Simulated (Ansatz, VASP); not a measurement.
# SiC (Moissanite): VASP beside Ansatz, part 3 of 3

One calculation is typed for both programs; each brings its own data sets. How far apart do they land? The cell is taken from a series of runs on this material, whose earlier steps may have relaxed, scaled, displaced or heated it; both programs get it as it stands.

VASP 6.6.1 and Ansatz 0.2.0.

So far: The structure; VASP: zone-centre phonons, LDA.

### 3. Ansatz: zone-centre phonons, LDA

Level of this step: Ansatz beside VASP: Kohn-Sham DFT, plane waves, LDA (Ansatz).

Ansatz runs on its PAW soft_1 files.

The same cell, functional (in two slightly different forms) and mesh now go to Ansatz, which takes its cutoff from its data sets.

input.yaml

```yaml
crystal:
  lattice:
    - [3.1158601144, 0.0, 0.0]
    - [-1.5579300572, 2.6984140137, 0.0]
    - [0.0, 0.0, 5.1160217984]
  atoms:
    - { symbol: C, position: [0.3333333333, 0.6666666667, 0.3804483041] }
    - { symbol: C, position: [0.6666666667, 0.3333333333, 0.8804483041] }
    - { symbol: Si, position: [0.3333333333, 0.6666666667, 0.0045516959] }
    - { symbol: Si, position: [0.6666666667, 0.3333333333, 0.5045516959] }
kpoints:
  mp_grid: { grid: [12, 12, 6] }
hamiltonian:
  xc: lda
  pseudopotentials: { kind: paw, azcp: { folder: soft_1 }, xc_functional: pbe }
scf:
  occupations: { method: fixed }
output:
  eigenvalues: true
phonons:
  method: dfpt
  dielectric: true
  rigid_motions: translations
```

Launch:

```bash
ansatz run input.yaml --threads 4 --pin off --max-ram 16384MiB --backend cpu --events-out ev --progress --plain --runs-dir out
```

Numbers of over 12 decimals in the logs are rounded to 6 here.

Log:

```text
Engine: ansatz 0.2.0, x86_64-unknown-linux-gnu
Pseudopotentials: kind: paw
Pseudopotential: C, paw, valence charge 4, recommended cutoff 420 eV (normal), soft_1/C.paw.azcp
Pseudopotential: Si, paw, valence charge 4, recommended cutoff 420 eV (normal), soft_1/Si.paw.azcp
Functional definition: SPW92
  exchange = slater_x
  correlation = pw_c
Crystal: 4 atoms, lattice volume = 43.015 Å³
Basis set: ecut = 420 eV, 833 PW (Γ), exchange–correlation on 48×48×72 points (8 copies of the dense FFT grid, shifted against one another)
Bands: 12, of which v1, the nominal top of the filled ones, is band 8 counted from 1 (7 counted from 0)
Symmetry: 12 space group operations
k-points: 242 of 864 (irreducible under 2 space group operations, time reversal used)
Non-local potential: C, projectors of the file, l = 0: 2, l = 1: 2, l = 2: 1
Non-local potential: Si, projectors of the file, l = 0: 2, l = 1: 2, l = 2: 1
PAW form: soft (Blöchl's): semilocal exchange-correlation on the pseudo side does not see the compensation charge
PAW frozen core: C, regenerated for the run's functional, and the local potential with it (the file was generated under x = pbe(κ = 0.804, μ = 0.219515), c = pbe(β = 0.066725))
PAW frozen core: Si, regenerated for the run's functional, and the local potential with it (the file was generated under x = pbe(κ = 0.804, μ = 0.219515), c = pbe(β = 0.066725))
PAW one-centre angular grid: C, 110 points (default); XC on 64 Gauss nodes
PAW one-centre angular grid: Si, 110 points (default); XC on 64 Gauss nodes
Initial density: superposition of atomic densities (chi_scale 0.1, normalization cell, long waves kept (reshape's long-wave potential 0.00 eV rms))
Initial wavefunctions: pseudopotential atomic-orbital guess
Functional: x = slater, c = lda
SCF iter   1: F=—  HF=-1707.177738 eV  |F-HF|=—  |Δ(HF+E_count)|=         —  Δρ=1.30e-1  dr2=9.03e0  ethr=3.10e-3  ⟨swp⟩=4.2  Hψ=16912  notcnv=0  defer=420
preconditioner: auto → none  [insulator: Δε(μ)=4.340 eV  Ē_g=12.373 eV  n_scr=2 (ndim 8)  ℏωp=22.6 eV  f_vac=0.000  ε∞_Penn≈4.4]
SCF iter   2: F=—  HF=-1704.540059 eV  |F-HF|=—  |Δ(HF+E_count)|=    2.64e0  Δρ=5.03e-2  dr2=7.50e-1  ethr=3.10e-3  ⟨swp⟩=4.0  Hψ=9009  notcnv=0  defer=467
SCF iter   3: F=—  HF=-1704.322970 eV  |F-HF|=—  |Δ(HF+E_count)|=   2.17e-1  Δρ=1.85e-2  dr2=7.91e-2  ethr=3.10e-3  ⟨swp⟩=2.4  Hψ=6181  notcnv=0  defer=467
SCF iter   4: F=—  HF=-1704.305578 eV  |F-HF|=—  |Δ(HF+E_count)|=   1.74e-2  Δρ=1.32e-3  dr2=4.26e-4  ethr=4.94e-4  ⟨swp⟩=2.0  Hψ=3470  notcnv=0  defer=480
SCF iter   5: F=—  HF=-1704.305767 eV  |F-HF|=—  |Δ(HF+E_count)|=   1.89e-4  Δρ=1.97e-4  dr2=6.36e-6  ethr=2.66e-6  ⟨swp⟩=2.2  Hψ=4878  notcnv=0  defer=482
SCF iter   6: F=—  HF=-1704.305769 eV  |F-HF|=—  |Δ(HF+E_count)|=   1.44e-6  Δρ=5.10e-5  dr2=6.19e-7  ethr=3.97e-8  ⟨swp⟩=2.3  Hψ=4671  notcnv=0  defer=80
SCF iter   7: F=—  HF=-1704.305769 eV  |F-HF|=—  |Δ(HF+E_count)|=   1.06e-7  Δρ=1.16e-5  dr2=2.95e-8  ethr=3.87e-9  ⟨swp⟩=2.0  Hψ=4509  notcnv=0
SCF iter   8: F=—  HF=-1704.305769 eV  |F-HF|=—  |Δ(HF+E_count)|=   8.23e-9  Δρ=2.79e-6  dr2=1.60e-9  ethr=1.84e-10  ⟨swp⟩=1.0  Hψ=2904  notcnv=0
SCF iter   9: F=-1704.305769 eV  HF=-1704.305769 eV  |F-HF|=1.82e-12  |Δ(HF+E_count)|=  3.15e-10  Δρ=8.89e-8  dr2=2.32e-12  ethr=1.00e-12  ⟨swp⟩=9.0  Hψ=21190  notcnv=0
SCF 1 converged in 9 iterations: F = -1704.305769 eV  dr2 = 2.32e-12
  greatest PAW one-centre occupation: 0.636 electrons in one spin orbital (limit 2), on the C atom at site 1 (counted from 0), in its partial waves of l = 0
DFPT response loops at Γ: preconditioner auto → Resta (q_TF=auto, 2.314 Å⁻¹)  ε∞=5.2 (no band partly filled); β = 1.00, the filter's whole step (`scf.mixing.beta` (0.50) is not read by the response loops at its default; to damp them type it under 1.00, their step now; it binds the ground state too); Broyden in place of MSR1
── the response to a field inside a basis, on 12×12×6 k-points: an SCF that follows is theirs, and a resumed run solves both again ──
Bands: 9, of which v1, the nominal top of the filled ones, is band 8 counted from 1 (7 counted from 0)
k-points: 126 of 864 (irreducible under 4 space group operations, time reversal used)
Initial density: handed on by an earlier stage of this run
Initial wavefunctions: pseudopotential atomic-orbital guess (no wavefunctions were taken with the density)
Eigensolver: Dense (126 Hₖ)
SCF iter   1: F=—  HF=-1704.305275 eV  |F-HF|=—  |Δ(HF+E_count)|=         —  Δρ=1.32e-4  dr2=1.46e-6  ethr=1.00e-1
preconditioner: auto → none  [insulator: Δε(μ)=2.501 eV  Ē_g=9.850 eV  n_scr=2 (ndim 8)  ℏωp=22.6 eV  f_vac=0.000  ε∞_Penn≈6.3]
SCF iter   2: F=—  HF=-1704.305276 eV  |F-HF|=—  |Δ(HF+E_count)|=   3.41e-7  Δρ=6.30e-5  dr2=3.21e-7  ethr=9.14e-9
SCF iter   3: F=-1704.305276 eV  HF=-1704.305276 eV  |F-HF|=4.63e-8  |Δ(HF+E_count)|=   1.87e-7  Δρ=1.80e-5  dr2=7.43e-8  ethr=2.01e-9
SCF 1 converged in 3 iterations: F = -1704.305276 eV  dr2 = 7.43e-8
DFPT response loops at Γ: preconditioner auto → Resta (q_TF=auto, 2.314 Å⁻¹)  ε∞=4.9 (no band partly filled); β = 1.00, the filter's whole step (`scf.mixing.beta` (0.50) is not read by the response loops at its default; to damp them type it under 1.00, their step now; it binds the ground state too); Broyden in place of MSR1
SCF converged after 9 iterations
Free energy (F): -1704.305769 eV
Harris-Foulkes:  -1704.305769 eV  (|F-HF|=1.82e-12)
Internal energy: -1704.305769 eV  (E = F + TS)
E sigma→0 (E₀):  -1704.305769 eV
Fermi energy:    8.904861 eV
--- Per-component energies (eV) ---
  E_band       = 48.053140
  E_kinetic    = 262.568005
  E_local      = -200.841163  (includes V_loc(G=0)·N_el)
  E_nonlocal   = 93.482765
  E_hartree    = 64.724459
  E_xc         = -208.354949
  E_vxc        = -215.637207  (∫ρ·V_xc dr)
  E_paw        = -1154.717318  (= ΣΔE_a)
  E_vpaw       = -20.968294  (= ΣTr[D̂ρ^β])
  E_aug_tail   = 0.000099  (compensation charges beyond the density's cutoff)
  E_ewald      = -561.461994
  E_core_change = 0.294327  (= ΣΔE_core)
  E_smearing   = -0.000000  (= −TS)
  E_closure    = 0.000000  (closes the sum)
  Σ components = -1704.305769   (vs F -1704.305769, Δ=0.00e0)
--- Band table (eV; the first three rows and the last of 242) ---
  k-point 0: bands = [... 4 lower, 7.6100, 8.7958, 8.9049, 8.9049, 13.3426, 14.6900, 15.2461, 15.2461]
  k-point 1: bands = [... 4 lower, 7.6843, 8.0686, 8.8032, 8.8032, 13.4650, 15.2277, 15.3016, 15.3016]
  k-point 2: bands = [... 4 lower, 7.8952, 7.8952, 8.5382, 8.5382, 13.8270, 15.1410, 15.5191, 15.5191]
  k-point 241: bands = [... 4 lower, 4.4063, 4.4063, 6.8822, 6.8822, 13.5274, 13.5274, 15.5223, 15.5223]
--- Phonons (Γ-DFPT): 4 representative perturbations + reference, on 242 of 864 k-points (Σ response iterations 12) ---
  k mesh reduced under 2 symmetry operations, with k and −k counted as one. Each operation leaves every solved perturbation unchanged. A smaller set is not considered because the run solves the response to a homogeneous field
  ASR residual: 5.004e-5 → 0.000e0 eV/Å²; symmetrization residual: 5.885e-7 eV/Å²
  ASR residual per site (eV/Å²): 5.00e-5 5.00e-5 1.10e-5 1.10e-5
  Γ frequencies (cm⁻¹): 0.00 0.00 0.00 259.30 259.30 565.17 709.52 709.52 720.73 749.62 749.62 786.66
  ε∞ (high-frequency dielectric tensor):
        7.047851    -0.000000     0.000000
       -0.000000     7.047851     0.000000
        0.000000     0.000000     7.410052
  ε⁰ (static dielectric tensor: ions relaxed, cell fixed):
       10.441886    -0.000000     0.000000
       -0.000000    10.441886    -0.000000
        0.000000    -0.000000    11.633308
  ε⁰ − ε∞ (ionic part):
        3.394035    -0.000000     0.000000
       -0.000000     3.394035    -0.000000
        0.000000    -0.000000     4.223255
  softest optical mode at Γ: 259.30 cm⁻¹; the repairs (sum rule, projections) moved no ω² at Γ by more than (1.14 cm⁻¹)²
  Born effective charges Z* (e; rows j = field, columns β = displacement):
    site 0:
        -2.64827    0.00000    0.00000
         0.00000   -2.64827   -0.00000
        -0.00000   -0.00000   -2.84025
    site 1:
        -2.64827    0.00000   -0.00000
         0.00000   -2.64827    0.00000
         0.00000   -0.00000   -2.84025
    site 2:
         2.64827   -0.00000   -0.00000
        -0.00000    2.64827    0.00000
         0.00000    0.00000    2.84025
    site 3:
         2.64827   -0.00000    0.00000
        -0.00000    2.64827   -0.00000
         0.00000   -0.00000    2.84025
  Z* charge neutrality: 1.400e-3 e pre-enforcement
  solved inside a basis spanned on kpoints, on 12×12×6 k-points, its susceptibility summed on 16×16×10: ε∞ is read to err by 2.2e-2, Z* by 1.1e-2 e (field_mesh: kpoints solves on kpoints); Z* is corrected for what the basis lacks
  optical modes at Γ without the LO–TO term, one row a degenerate level:
      ω (cm⁻¹)  modes    IR ((D/Å)²/amu)
        259.30      2             0.0000
        565.17      1             0.0000
        709.52      2             0.0000
[...]
optical modes at Γ + LO–TO along q̂ = [1.0000, 0.0000, 0.0000]:
      ω (cm⁻¹)  modes    IR ((D/Å)²/amu)
[...]
optical modes at Γ + LO–TO along q̂ = [0.0000, 1.0000, 0.0000]:
      ω (cm⁻¹)  modes    IR ((D/Å)²/amu)
[...]
786.66      1             0.0000
        912.44      1            38.4647
  optical modes at Γ + LO–TO along q̂ = [0.0000, 0.0000, 1.0000]:
      ω (cm⁻¹)  modes    IR ((D/Å)²/amu)
        259.30      2             0.0000
        565.17      1             0.0000
        709.52      2             0.0000
        749.62      2            76.9295
        786.66      1             0.0000
        903.05      1            44.2437
```

### 4. Comparison

Known differences besides the potentials themselves: the two LDA forms differ slightly; fixed occupations in Ansatz, narrow Gaussian smearing in VASP; VASP's response is taken on the typed mesh, Ansatz refines its own for the field response alone; the cutoff is 420 eV in Ansatz and 600 eV in VASP; VASP's log shows a relativistic correction to its local exchange, Ansatz's none. Total energies have different zeros and are not compared.

Compared:

```tsv
quantity	Ansatz	VASP	difference
ε∞ xx	7.05	7.06	-0.21 %
ε∞ yy	7.05	7.06	-0.21 %
ε∞ zz	7.41	7.42	-0.12 %
Born charge of C1 (mean of the diagonal) (e)	-2.71	-2.70	-0.02
Born charge of Si3 (mean of the diagonal) (e)	2.71	2.70	+0.02
optical mode 1 to 2 (cm⁻¹)	259.3	259.1	+0.06 %
optical mode 3 (cm⁻¹)	565.2	566.1	-0.16 %
optical mode 4 to 5 (cm⁻¹)	709.5	710.4	-0.12 %
optical mode 6 (cm⁻¹)	720.7	721.4	-0.09 %
optical mode 7 to 8 (cm⁻¹)	749.6	750.6	-0.13 %
optical mode 9 (cm⁻¹)	786.7	787.8	-0.15 %
```

Modes are paired by rising frequency, not by their patterns, so a pair may set unlike modes beside each other; they are those without the splitting of longitudinal modes.

### 5. Results

```
r.m.s. difference of the optical zone-centre modes, each program's sorted by frequency (zone-centre phonons, LDA) : 0.82 cm⁻¹
```

What this shows: The r.m.s. difference of the optical zone-centre modes, each program's sorted by frequency is 0.82 cm⁻¹ (zone-centre phonons, LDA). Such differences can come from data sets, numerical settings and the points named under the comparisons, not from the functional's error against experiment.

[Lines on the potential files, build, host, timing and source positions are cut from VASP's logs without a mark.]

[Logs are printed without paths, hosts, clocks, repeated set-up lines and the standing remarks that a program may print on its own settings, such as how far it seeks lower states.]

[Hosts, paths, dates, database ids (printed as entryN), source tags and the programs' standing remarks are cut or masked in the printed files.]
